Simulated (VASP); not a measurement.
The system is Pd.

```
Pd
1.0
     0.00000    1.95865    1.95865
     1.95865    0.00000    1.95865
     1.95865    1.95865    0.00000
Pd
1
Direct
  0.00000 0.00000 0.00000
```

```yaml
Program: VASP 6.6.1
Task: relaxation of cell and atoms
Functional: LDA
Potentials_or_basis: VASP PAW LDA potentials, release 64 (Pd)
Cutoff: 600 eV
k_mesh: 18 × 18 × 18
Occupations: gaussian, width 0.1 eV
Spin: no spin polarisation
```

At the start: pressure -11.5 GPa; volume 15.03 Å³/atom.

Q: Where does the relaxation end?

A: Over 7 steps the energy falls by 33.2 meV/atom and the volume is 14.16 Å³/atom (-5.8 %); space group Fm-3m (No. 225, to 0.05 Å).

The path:
```
step  energy change (eV)  largest force (eV/Å)  pressure (GPa)  volume (Å³)
   1              0.0000                0.0000          -11.51        15.03
   2              0.0822                0.0000           30.18        12.80
   3             -0.0332                0.0000           -0.40        14.19
   4             -0.0332                0.0000           -0.08        14.17
   5             -0.0332                0.0000            0.19        14.15
   6             -0.0332                0.0000           -0.28        14.18
   7             -0.0332                0.0000            0.00        14.16
```

Final structure:
```xyz
1
Lattice="0.0000 1.9202 1.9202 1.9202 0.0000 1.9202 1.9202 1.9202 0.0000" Properties=species:S:1:pos:R:3 pbc="T T T"
Pd    0.0000    0.0000    0.0000
```
